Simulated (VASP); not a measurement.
**MgBe: single point with PBEsol**

The system is MgBe.

```
Be Mg
1.0
     3.43984    0.00000    0.00000
     0.00000    5.01704    0.00000
     0.00000    0.00000    5.08680
Be Mg
2 2
Direct
  0.00000 0.00000 0.96244
  0.50000 0.50000 0.03756
  0.50000 0.00000 0.41724
  0.00000 0.50000 0.58276
```

The cell comes from a database or a generator and needn't be the stable form of this composition.

The cell isn't the ideal one: Sr replaced by Be, lengths x 0.823, strained and moved within the space group.

```json
{
 "Program": "VASP 6.6.1",
 "Task": "single point",
 "Functional": "PBEsol",
 "Potentials or basis": "VASP PAW PBE potentials, release 64 (Be, Mg)",
 "Cutoff": "520 eV",
 "k mesh": "6 × 4 × 4",
 "Occupations": "gaussian, width 0.1 eV",
 "Spin": "no spin polarisation",
 "Dipole correction": "no",
 "Further INCAR settings": "ALGO = Normal; EDIFF = 1e-06; NBANDS = 12"
}
```

```json
{
  "Pressure": "-10.7 GPa",
  "Largest force": "0.254 eV/Å",
  "Band gap on the k mesh": "none (metal or under the smearing width)"
}
```

Forces on the atoms (eV/Å):
```
Be   0.000  0.000 -0.254
Be   0.000  0.000  0.254
Mg   0.000  0.000 -0.132
Mg   0.000  0.000  0.132
```

Stress tensor (GPa, compression positive):
```
-10.48   0.00   0.00
  0.00 -10.65   0.00
  0.00   0.00 -10.95
```

Levels at points of the mesh, in eV from the Fermi level:
| k point | band 2 | band 3 | band 4 | band 5 | band 6 | band 7 |
| --- | --- | --- | --- | --- | --- | --- |
| (0.00, 0.00, 0.00) | -1.52 | -1.45 | -1.00 | -0.75 | 3.11 | 3.35 |
| (0.50, 0.00, 0.00) | -3.63 | 1.21 | 1.21 | 1.37 | 1.37 | 1.46 |
| (0.00, 0.50, 0.00) | -5.17 | -0.35 | -0.35 | 0.59 | 0.59 | 4.73 |
| (0.50, 0.50, 0.00) | -2.33 | -2.26 | -2.26 | 1.74 | 1.74 | 3.07 |
| (0.00, 0.00, 0.50) | -5.12 | -0.60 | 0.25 | 0.51 | 0.59 | 3.87 |
| (0.50, 0.00, 0.50) | -2.56 | -2.07 | -2.07 | 2.23 | 2.23 | 2.50 |
| (0.00, 0.50, 0.50) | -4.04 | -3.62 | -3.62 | 4.97 | 4.97 | 5.07 |
| (0.50, 0.50, 0.50) | -1.46 | -1.17 | -1.17 | -1.11 | -1.11 | 0.11 |

It took 34 s on 1 thread of Intel(R) Xeon(R) Platinum 8488C (Sapphire Rapids) (shared host), peak memory 0.21 GiB.

Caveat: the PAW data sets were made with another functional, which shifts forces and pressure a little.
